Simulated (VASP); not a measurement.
Level of theory: PBE GGA, VASP's PBE PAW potentials (set 64) (plane waves; VASP).

VASP input:

**POSCAR**
```
Pt2C
1.0
  3.0116670000   0.0000000000   0.0000000000
 -1.5058330000   2.6081800000   0.0000000000
  0.0000000000   0.0000000000   4.8584440000
C Pt
1 2
Cartesian
  0.0000000000   0.0000000000   0.0000000000
 -0.0000011725   1.7387875361   1.2243278880
  1.5058351725   0.8693924639   3.6341161120
```

### KPOINTS
```
Automatic mesh
0
G
  3 3 2
0 0 0
```

**INCAR**
```
# general
SYSTEM  = Pt2C
PREC    = Accurate
ENCUT   = 400
LREAL   = .False.
LASPH   = .True.

# electronic loop
EDIFF   = 1E-6
NELM    = 100
ALGO    = Normal
LMAXMIX = 6

# smearing
ISMEAR  = 0
SIGMA   = 0.136

# functional
GGA     = PE

# ions
ISIF    = 2

# output
LWAVE   = .False.
LCHARG  = .False.
```

POTCAR, in this order: C Pt (PBE.64 set). Program: vasp_std.

Output of the run:

File OUTCAR:
```
 ion  position               nearest neighbor table
   1  0.000  0.000  0.000-   2 2.13   3 2.13   2 2.13   3 2.13   3 2.13   2 2.13
   2  0.333  0.667  0.252-   1 2.13   1 2.13   1 2.13   3 2.97   3 2.97   3 2.97   3 3.00   3 3.00
                             3 3.00
   3  0.667  0.333  0.748-   1 2.13   1 2.13   1 2.13   2 2.97   2 2.97   2 2.97   2 3.00   2 3.00
                             2 3.00
  LATTYP: Found a hexagonal cell.
 ALAT       =     3.0116670000
 C/A-ratio  =     1.6132075691
 Subroutine PRICEL returns:
 Original cell was already a primitive cell.
 Subroutine GETGRP returns: Found 12 space group operations
The static configuration has the point symmetry D_3d.
The dynamic configuration has the point symmetry D_3d.
 Subroutine INISYM returns: Found 12 space group operations
 Subroutine IBZKPT returns following result:
 Found      6 irreducible k-points:

 Following reciprocal coordinates:
            Coordinates               Weight
  0.000000  0.000000  0.000000      1.000000
  0.333333  0.000000  0.000000      6.000000
  0.333333  0.333333  0.000000      2.000000
  0.000000  0.000000  0.500000      1.000000
  0.333333  0.000000  0.500000      6.000000
  0.333333  0.333333  0.500000      2.000000
   k-points           NKPTS =      6   k-points in BZ     NKDIM =      6   number of bands    NBANDS=     16
   number of dos      NEDOS =    301   number of ions     NIONS =      3
   total plane-waves  NPLWV =  12800
   dimension x,y,z NGX =    20 NGY =   20 NGZ =   32
   dimension x,y,z NGXF=    40 NGYF=   40 NGZF=   64
   ions per type =               1   2
   PREC   = accura    normal or accurate (medium, high low for compatibility)
   ISTART =      0    job   : 0-new  1-cont  2-samecut
   ICHARG =      2    charge: 1-file 2-atom 10-const
   ISPIN  =      1    spin polarized calculation?
   LNONCOLLINEAR =      F non collinear calculations
   LSORBIT =      F    spin-orbit coupling
   INIWAV =      1    electr: 0-lowe 1-rand  2-diag
   ENCUT  =  400.0 eV  29.40 Ry    5.42 a.u.   4.91  4.91  7.92*2*pi/ulx,y,z
   NELM   =    100;   NELMIN=  2; NELMDL= -5     # of ELM steps
   EDIFF  = 0.1E-05   stopping-criterion for ELM
   LREAL  =      F    real-space projection
   NLSPLINE    = F    spline interpolate recip. space projectors
   LMAXMIX     =    6 max onsite mixed and CHGCAR
   VOSKOWN=      0    Vosko Wilk Nusair interpolation
   EDIFFG = 0.1E-04   stopping-criterion for IOM
   NSW    =      0    number of steps for IOM
   NBLOCK =      1;   KBLOCK =      1    inner block; outer block
   IBRION =     -1    ionic relax: 0-MD 1-quasi-New 2-CG
   NFREE  =      0    steps in history (QN), initial steepest desc. (CG)
   ISIF   =      2    stress and relaxation
   ISYM   =      2    0-nonsym 1-usesym 2-fastsym
   TEIN   =    0.0    initial temperature
   TEBEG  =    0.0;   TEEND  =   0.0 temperature during run
   SMASS  =  -3.00    Nose mass-parameter (am)
   PSTRESS=    0.0 pullay stress
   NELECT =      24.0000    total number of electrons
   EFERMI =   0.00;   METHOD = LEGACY
   ISMEAR =     0;   SIGMA  =   0.14  broadening in eV -4-tet -1-fermi 0-gaus
   IALGO  =     38    algorithm
   LDIAG  =      T    sub-space diagonalisation (order eigenvalues)
   IMIX   =      4    mixing-type and parameters
     AMIX     =   0.40;   BMIX     =  1.00
     AMIX_MAG =   1.60;   BMIX_MAG =  1.00
     AMIN     =   0.10
   GGA     = PE    functional components
   VOSKOWN =     0    Vosko Wilk Nusair interpolation
   LHFCALC =     F    Hartree Fock is set to
   LHFONE  =     F    Hartree Fock one center treatment
   AEXX    =    0.0000 exact exchange contribution
   IVDW    =     0    specifies the selected vdW correction
   LEPSILON=     F    determine dielectric tensor
   LRPA    =     F    only Hartree local field effects (RPA)
  energy-cutoff  :      400.00
...
```

OSZICAR:
```
       N       E                     dE             d eps       ncg     rms          rms(c)
DAV:   1     0.101254781099E+03    0.10125E+03   -0.10888E+04   192   0.116E+03
DAV:   2    -0.186464002526E+02   -0.11990E+03   -0.11750E+03   264   0.248E+02
DAV:   3    -0.216465773697E+02   -0.30002E+01   -0.29939E+01   208   0.424E+01
DAV:   4    -0.216712923544E+02   -0.24715E-01   -0.24711E-01   240   0.392E+00
DAV:   5    -0.216714879914E+02   -0.19564E-03   -0.19564E-03   216   0.353E-01    0.249E+01
DAV:   6    -0.198127590341E+02    0.18587E+01   -0.96663E+00   240   0.269E+01    0.112E+01
DAV:   7    -0.196418690155E+02    0.17089E+00   -0.12074E+00   224   0.892E+00    0.745E+00
DAV:   8    -0.196142483447E+02    0.27621E-01   -0.11800E-01   224   0.259E+00    0.647E-01
DAV:   9    -0.196086952666E+02    0.55531E-02   -0.19291E-02   240   0.983E-01    0.201E-01
DAV:  10    -0.196087428718E+02   -0.47605E-04   -0.25543E-03   208   0.418E-01    0.502E-02
DAV:  11    -0.196087450240E+02   -0.21522E-05   -0.46379E-05   248   0.623E-02    0.151E-02
DAV:  12    -0.196087439491E+02    0.10749E-05   -0.79857E-06   216   0.232E-02    0.233E-03
DAV:  13    -0.196087439452E+02    0.39536E-08   -0.86073E-07   152   0.596E-03
   1 F= -.19608744E+02 E0= -.19600668E+02  d E =-.161520E-01
```

File OUTCAR:
```
------------------------ aborting loop because EDIFF is reached ----------------------------------------
  FORCE on cell =-STRESS in cart. coord.  units (eV):
  Direction    XX          YY          ZZ          XY          YZ          ZX
  --------------------------------------------------------------------------------------
  Total       -0.3939878     -0.3939878      1.3796253     -0.0000001      0.0000000      0.0000000
  in kB      -16.5406152    -16.5406135     57.9201944     -0.0000032      0.0000000      0.0000000
  external PRESSURE =       8.2796552 kB  Pullay stress =       0.0000000 kB
  volume of cell :       38.16
      direct lattice vectors                 reciprocal lattice vectors
     3.011667000  0.000000000  0.000000000     0.332042022  0.191704497  0.000000000
    -1.505833000  2.608180000  0.000000000     0.000000000  0.383409121  0.000000000
     0.000000000  0.000000000  4.858444000     0.000000000  0.000000000  0.205827215
 POSITION                                       TOTAL-FORCE (eV/Angst)
 -----------------------------------------------------------------------------------
      0.00000      0.00000      0.00000        -0.000000      0.000000      0.000000
     -0.00000      1.73879      1.22433        -0.000000      0.000000      1.245845
      1.50584      0.86939      3.63412         0.000000      0.000000     -1.245845
 -----------------------------------------------------------------------------------
    total drift:                               -0.000000      0.000000      0.000000
  FREE ENERGIE OF THE ION-ELECTRON SYSTEM (eV)
  ---------------------------------------------------
  free  energy   TOTEN  =       -19.6087439452 eV

  energy  without entropy=      -19.5925919458  energy(sigma->0) =      -19.60066795
```
(Selected blocks of OUTCAR.)

### OUTCAR
```
 val. band max:       10.5766873402   @ k =   0.3333   0.3333   0.5000

 cond. band min:      10.8043583323   @ k =   0.3333   0.3333   0.0000


 Fermi energy:        10.6360431331

 k-point     1 :       0.0000    0.0000    0.0000
  band No.  band energies     occupation
      1      -4.0399      2.00000
      2       1.9759      2.00000
      3       4.6074      2.00000
      4       4.6074      2.00000
      5       6.0763      2.00000
      6       6.4976      2.00000
      7       6.7280      2.00000
      8       6.7280      2.00000
      9       7.1323      2.00000
     10       7.1323      2.00000
     11       8.2053      2.00000
     12       8.2053      2.00000
     13      10.2765      1.99981
     14      14.6551      0.00000
     15      14.6551      0.00000
     16      18.0750      0.00000

 k-point     2 :       0.3333    0.0000    0.0000
  band No.  band energies     occupation
      1      -2.6047      2.00000
      2       2.3220      2.00000
      3       3.6623      2.00000
      4       4.3992      2.00000
      5       4.7827      2.00000
      6       6.0124      2.00000
      7       6.6963      2.00000
      8       7.8487      2.00000
      9       8.2259      2.00000
     10       8.3867      2.00000
     11       9.0660      2.00000
     12      10.3383      1.99804
     13      12.0686      0.00000
     14      12.9243      0.00000
     15      13.3565      0.00000
     16      17.1930      0.00000

 k-point     3 :       0.3333    0.3333    0.0000
  band No.  band energies     occupation
      1      -1.9107      2.00000
      2       3.1394      2.00000
      3       3.1395      2.00000
      4       4.3703      2.00000
      5       5.4584      2.00000
      6       5.7185      2.00000
      7       5.7185      2.00000
      8       8.6659      2.00000
      9       8.6885      2.00000
     10       8.6885      2.00000
     11       9.7179      2.00000
     12       9.7179      2.00000
     13      10.8044      0.08008
...
```

At this cut-off the stress carries a Pulay error, which pulls relaxed volumes low.  Unless said otherwise, spin-orbit coupling is left out, though it shifts the bands of the heavy elements here.

The structure was generated: Pt2C was put into an ordered model structure, which need not be its known phase. The cell was not relaxed at this level. The k-mesh is coarse (spacing up to 0.80 per Å, 2π included), so the numbers may not be converged in it. The run is one of a series of settings (KPOINTS 3×3×2 Γ-centred mesh against the base run), some of them coarse on purpose.
